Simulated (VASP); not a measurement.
Output of a VASP run:

**OUTCAR**
```
 ion  position               nearest neighbor table
   1  0.000  0.000  0.000-   2 2.18   3 2.18   3 2.18   3 2.18   3 2.18   2 2.18   2 2.18   2 2.18
  LATTYP: Found a face centered cubic cell.
 ALAT       =     5.0386120212
 Subroutine PRICEL returns:
 Original cell was already a primitive cell.
 Subroutine GETGRP returns: Found 48 space group operations
The static configuration has the point symmetry O_h .
The dynamic configuration has the point symmetry O_h .
 Subroutine INISYM returns: Found 48 space group operations
 Subroutine IBZKPT returns following result:
 Found     29 irreducible k-points:

 Following reciprocal coordinates:
            Coordinates               Weight
  0.000000  0.000000  0.000000      1.000000
  0.125000  0.000000  0.000000      8.000000
  0.250000  0.000000  0.000000      8.000000
  0.375000  0.000000  0.000000      8.000000
  0.500000  0.000000  0.000000      4.000000
  0.125000  0.125000  0.000000      6.000000
  0.250000  0.125000  0.000000     24.000000
  0.375000  0.125000  0.000000     24.000000
  0.500000  0.125000  0.000000     24.000000
 -0.375000  0.125000  0.000000     24.000000
 -0.250000  0.125000  0.000000     24.000000
 -0.125000  0.125000  0.000000     12.000000
  0.250000  0.250000  0.000000      6.000000
  0.375000  0.250000  0.000000     24.000000
  0.500000  0.250000  0.000000     24.000000
 -0.375000  0.250000  0.000000     24.000000
 -0.250000  0.250000  0.000000     12.000000
  0.375000  0.375000  0.000000      6.000000
  0.500000  0.375000  0.000000     24.000000
 -0.375000  0.375000  0.000000     12.000000
  0.500000  0.500000  0.000000      3.000000
  0.375000  0.250000  0.125000     24.000000
  0.500000  0.250000  0.125000     48.000000
 -0.375000  0.250000  0.125000     24.000000
  0.500000  0.375000  0.125000     24.000000
 -0.375000  0.375000  0.125000     48.000000
 -0.250000  0.375000  0.125000     24.000000
 -0.375000  0.500000  0.125000     12.000000
 -0.250000  0.500000  0.250000      6.000000
   k-points           NKPTS =     29   k-points in BZ     NKDIM =     29   number of bands    NBANDS=     15
   number of dos      NEDOS =    301   number of ions     NIONS =      3
   total plane-waves  NPLWV =  27000
   dimension x,y,z NGX =    30 NGY =   30 NGZ =   30
   dimension x,y,z NGXF=    60 NGYF=   60 NGZF=   60
   ions per type =               1   2
   PREC   = accura    normal or accurate (medium, high low for compatibility)
   ISTART =      0    job   : 0-new  1-cont  2-samecut
   ICHARG =      2    charge: 1-file 2-atom 10-const
   ISPIN  =      1    spin polarized calculation?
   LNONCOLLINEAR =      F non collinear calculations
   LSORBIT =      F    spin-orbit coupling
   INIWAV =      1    electr: 0-lowe 1-rand  2-diag
   ENCUT  =  620.0 eV  45.57 Ry    6.75 a.u.   7.23  7.23  7.23*2*pi/ulx,y,z
   NELM   =    100;   NELMIN=  2; NELMDL= -5     # of ELM steps
   EDIFF  = 0.1E-05   stopping-criterion for ELM
   LREAL  =      F    real-space projection
   NLSPLINE    = F    spline interpolate recip. space projectors
   LMAXMIX     =    6 max onsite mixed and CHGCAR
   VOSKOWN=      0    Vosko Wilk Nusair interpolation
   EDIFFG = -.2E-01   stopping-criterion for IOM
   NSW    =     40    number of steps for IOM
   NBLOCK =      1;   KBLOCK =     40    inner block; outer block
   IBRION =      2    ionic relax: 0-MD 1-quasi-New 2-CG
   NFREE  =      1    steps in history (QN), initial steepest desc. (CG)
   ISIF   =      3    stress and relaxation
   ISYM   =      2    0-nonsym 1-usesym 2-fastsym
   TEIN   =    0.0    initial temperature
   TEBEG  =    0.0;   TEEND  =   0.0 temperature during run
   SMASS  =  -3.00    Nose mass-parameter (am)
   PSTRESS=  100.0 pullay stress
   NELECT =      22.0000    total number of electrons
   EFERMI =   0.00;   METHOD = LEGACY
   ISMEAR =     0;   SIGMA  =   0.05  broadening in eV -4-tet -1-fermi 0-gaus
   IALGO  =     38    algorithm
   LDIAG  =      T    sub-space diagonalisation (order eigenvalues)
...
```

File OSZICAR:
```
       N       E                     dE             d eps       ncg     rms          rms(c)
DAV:   1     0.110320984847E+03    0.11032E+03   -0.14519E+04   870   0.168E+03
DAV:   2    -0.319066490976E+02   -0.14223E+03   -0.13946E+03  1115   0.342E+02
DAV:   3    -0.359623936471E+02   -0.40557E+01   -0.40520E+01  1094   0.567E+01
DAV:   4    -0.359838371095E+02   -0.21443E-01   -0.21441E-01  1122   0.449E+00
DAV:   5    -0.359840157420E+02   -0.17863E-03   -0.17863E-03  1087   0.369E-01    0.502E+01
DAV:   6    -0.303659825777E+02    0.56180E+01   -0.29518E+01   968   0.390E+01    0.443E+01
DAV:   7    -0.302763486041E+02    0.89634E-01   -0.75465E-01  1052   0.821E+00    0.294E+01
DAV:   8    -0.302544689590E+02    0.21880E-01   -0.20679E-01  1073   0.489E+00    0.592E+00
DAV:   9    -0.302440780485E+02    0.10391E-01   -0.41554E-02  1073   0.186E+00    0.169E+00
DAV:  10    -0.302441240086E+02   -0.45960E-04   -0.45654E-03  1148   0.538E-01    0.298E-01
DAV:  11    -0.302440944893E+02    0.29519E-04   -0.29960E-04   996   0.148E-01    0.216E-01
DAV:  12    -0.302441044307E+02   -0.99414E-05   -0.51384E-05  1158   0.549E-02    0.531E-02
DAV:  13    -0.302441053870E+02   -0.95630E-06   -0.20288E-06  1013   0.118E-02
   1 F= -.28248098E+02 E0= -.28248098E+02  d E =-.282481E+02
       N       E                     dE             d eps       ncg     rms          rms(c)
DAV:   1    -0.303788319022E+02   -0.13473E+00   -0.64453E+00   975   0.252E+01    0.832E+00
DAV:   2    -0.301679770190E+02    0.21085E+00   -0.89089E-01   954   0.738E+00    0.270E+00
DAV:   3    -0.301362344999E+02    0.31743E-01   -0.40818E-02  1031   0.195E+00    0.168E+00
DAV:   4    -0.301296584834E+02    0.65760E-02   -0.22246E-02  1066   0.131E+00    0.120E+00
DAV:   5    -0.301296514362E+02    0.70471E-05   -0.14781E-03  1073   0.291E-01    0.155E-01
DAV:   6    -0.301296072400E+02    0.44196E-04   -0.19355E-04  1045   0.105E-01    0.598E-02
DAV:   7    -0.301296072303E+02    0.97764E-08   -0.69920E-06  1038   0.250E-02
   2 F= -.28228635E+02 E0= -.28228635E+02  d E =0.194626E-01
       N       E                     dE             d eps       ncg     rms          rms(c)
DAV:   1    -0.303191465371E+02   -0.18954E+00   -0.25894E+00   947   0.158E+01    0.540E+00
DAV:   2    -0.302342628846E+02    0.84884E-01   -0.37160E-01   919   0.478E+00    0.174E+00
DAV:   3    -0.302211293785E+02    0.13134E-01   -0.18090E-02  1017   0.123E+00    0.110E+00
DAV:   4    -0.302183151244E+02    0.28143E-02   -0.98378E-03  1087   0.857E-01    0.763E-01
DAV:   5    -0.302182993054E+02    0.15819E-04   -0.21653E-04   989   0.127E-01    0.568E-01
DAV:   6    -0.302182684441E+02    0.30861E-04   -0.17050E-04  1136   0.827E-02    0.900E-02
DAV:   7    -0.302182652214E+02    0.32228E-05   -0.27546E-05   982   0.365E-02    0.317E-02
DAV:   8    -0.302182651659E+02    0.55416E-07   -0.67579E-07   554   0.770E-03
   3 F= -.28257069E+02 E0= -.28257069E+02  d E =-.897098E-02
```

### OUTCAR
```
------------------------ aborting loop because EDIFF is reached ----------------------------------------
  FORCE on cell =-STRESS in cart. coord.  units (eV):
  Direction    XX          YY          ZZ          XY          YZ          ZX
  --------------------------------------------------------------------------------------
  Total        1.9603128      1.9603128      1.9603128      0.0000000      0.0000000     -0.0000000
  in kB       99.9549474     99.9549474     99.9549474      0.0000000      0.0000000     -0.0000000
  external PRESSURE =      -0.0450526 kB  Pullay stress =     100.0000000 kB
  volume of cell :       31.42
      direct lattice vectors                 reciprocal lattice vectors
     0.000000000  2.504574119  2.504574119    -0.199634739  0.199634739  0.199634739
     2.504574119  0.000000000  2.504574119     0.199634739 -0.199634739  0.199634739
     2.504574119  2.504574119 -0.000000000     0.199634739  0.199634739 -0.199634739
 POSITION                                       TOTAL-FORCE (eV/Angst)
 -----------------------------------------------------------------------------------
      0.00000      0.00000      0.00000         0.000000      0.000000      0.000000
      1.25229      1.25229      1.25229        -0.000000     -0.000000     -0.000000
      3.75686      3.75686      3.75686         0.000000      0.000000      0.000000
 -----------------------------------------------------------------------------------
    total drift:                                0.000000     -0.000000      0.000000
  FREE ENERGIE OF THE ION-ELECTRON SYSTEM (eV)
  ---------------------------------------------------
  free  energy   TOTEN  =       -30.2182651659 eV

  energy  without entropy=      -30.2182651659  energy(sigma->0) =      -30.21826517
  enthalpy is  TOTEN    =       -28.2570688039 eV   P V=        1.9611963620

 reached required accuracy - stopping structural energy minimisation
```
(Selected blocks of OUTCAR.)

File POSCAR:
```
HfO2
1
    0.0000000000     2.5193060106     2.5193060106
    2.5193060106     0.0000000000     2.5193060106
    2.5193060106     2.5193060106     0.0000000000
Hf O
1 2
Direct
  0.0000000000   0.0000000000   0.0000000000
  0.2500000000   0.2500000000   0.2500000000
  0.7500000000   0.7500000000   0.7500000000
```

### Question
Reconstruct the remaining input files.

### Answer
This is not unique; one that fits is the input of the run itself, PBE GGA, plane waves, VASP's PBE PAW potentials (set 64).

### INCAR
```
SYSTEM=HfO2
PREC=Accurate; ENCUT=620; LREAL=.FALSE.
LASPH=.TRUE.
EDIFF=1E-6; NELM=100; ALGO=Normal
LMAXMIX=6
ISMEAR=0; SIGMA=0.05
GGA=PE
IBRION=2; NSW=40; ISIF=3
EDIFFG=-0.02; PSTRESS=100
LWAVE=.FALSE.; LCHARG=.FALSE.
```

### KPOINTS
```
Automatic mesh
0
Gamma
  8 8 8
0 0 0
```

POTCAR, in this order: Hf_pv O (PBE.64 set). Program: vasp_std.

The compound is HfO2 in the fluorite structure, the high-temperature cubic form, which is unstable at 0 K; the monoclinic form is the stable one. This run relaxes it under an external pressure of 10 GPa. Symmetry was kept, so distortions that lower it aren't found.
